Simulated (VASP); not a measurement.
Output of a VASP run:

### OSZICAR
```
       N       E                     dE             d eps       ncg     rms          rms(c)
DAV:   1     0.760347844509E+02    0.76035E+02   -0.68077E+03   638   0.113E+03
DAV:   2     0.974410292904E+00   -0.75060E+02   -0.70437E+02   697   0.225E+02
DAV:   3    -0.526617143984E+01   -0.62406E+01   -0.61903E+01   782   0.671E+01
DAV:   4    -0.545388996194E+01   -0.18772E+00   -0.18757E+00   747   0.120E+01
DAV:   5    -0.545894241238E+01   -0.50525E-02   -0.50523E-02   774   0.204E+00    0.161E+00
DAV:   6    -0.539466946868E+01    0.64273E-01   -0.90481E-02   731   0.200E+00    0.111E+00
DAV:   7    -0.538537923487E+01    0.92902E-02   -0.75946E-02   728   0.169E+00    0.591E-01
DAV:   8    -0.538757633688E+01   -0.21971E-02   -0.55468E-03   662   0.719E-01    0.155E-01
DAV:   9    -0.538753912435E+01    0.37213E-04   -0.14695E-04   731   0.134E-01    0.441E-02
DAV:  10    -0.538755523550E+01   -0.16111E-04   -0.44816E-05   740   0.802E-02    0.707E-03
DAV:  11    -0.538755558073E+01   -0.34523E-06   -0.48594E-06   683   0.244E-02    0.186E-03
DAV:  12    -0.538755585111E+01   -0.27038E-06   -0.50510E-07   710   0.607E-03    0.954E-04
DAV:  13    -0.538755590928E+01   -0.58179E-07   -0.10767E-08   448   0.978E-04
   1 F= -.53875559E+01 E0= -.53875559E+01  d E =0.000000E+00
```

### OUTCAR
```
------------------------ aborting loop because EDIFF is reached ----------------------------------------
  FORCE on cell =-STRESS in cart. coord.  units (eV):
  Direction    XX          YY          ZZ          XY          YZ          ZX
  --------------------------------------------------------------------------------------
  Total        0.0090801      0.0090801      0.0090801      0.0000000      0.0000000      0.0000000
  in kB        0.2092199      0.2092199      0.2092199      0.0000000      0.0000000      0.0000000
  external PRESSURE =       0.2092199 kB  Pullay stress =       0.0000000 kB
  volume of cell :       69.53
      direct lattice vectors                 reciprocal lattice vectors
     0.000000000  3.263797652  3.263797652    -0.153195772  0.153195772  0.153195772
     3.263797652  0.000000000  3.263797652     0.153195772 -0.153195772  0.153195772
     3.263797652  3.263797652  0.000000000     0.153195772  0.153195772 -0.153195772
  FREE ENERGIE OF THE ION-ELECTRON SYSTEM (eV)
  ---------------------------------------------------
  free  energy   TOTEN  =        -5.3875559093 eV

  energy  without entropy=       -5.3875559093  energy(sigma->0) =       -5.38755591

 total charge

# of ion       s       p       d       tot
------------------------------------------
    1        0.040   5.970   0.000   6.011
    2        1.494   2.849   0.002   4.346
--------------------------------------------------
tot          1.534   8.819   0.002  10.356
```
(Selected blocks of OUTCAR.)

File POSCAR:
```
NaI
1
    0.0000000000     3.2637976522     3.2637976522
    3.2637976522     0.0000000000     3.2637976522
    3.2637976522     3.2637976522     0.0000000000
Na I
1 1
Direct
  0.0000000000   0.0000000000   0.0000000000
  0.5000000000   0.5000000000   0.5000000000
```

**Question.** Reconstruct the remaining input files.

**Answer.** Several could match; the one computed here: the input of the run itself, PBE GGA, plane waves, VASP's PBE PAW potentials (set 64).

### KPOINTS
```
K-points
0
G
8 8 8
0 0 0
```

INCAR:
```
ALGO=Normal
EDIFF=1E-7
ENCUT=520
GGA=PE
ISIF=2
ISMEAR=-5
LASPH=T
LCHARG=T
LMAXMIX=4
LORBIT=11
LREAL=F
LWAVE=F
NEDOS=601
NELM=100
PREC=Accurate
SYSTEM=NaI
```

POTCAR, in this order: Na_pv I (PBE.64 set). Program: vasp_std.

The compound is NaI in the rock salt structure. It was relaxed first.
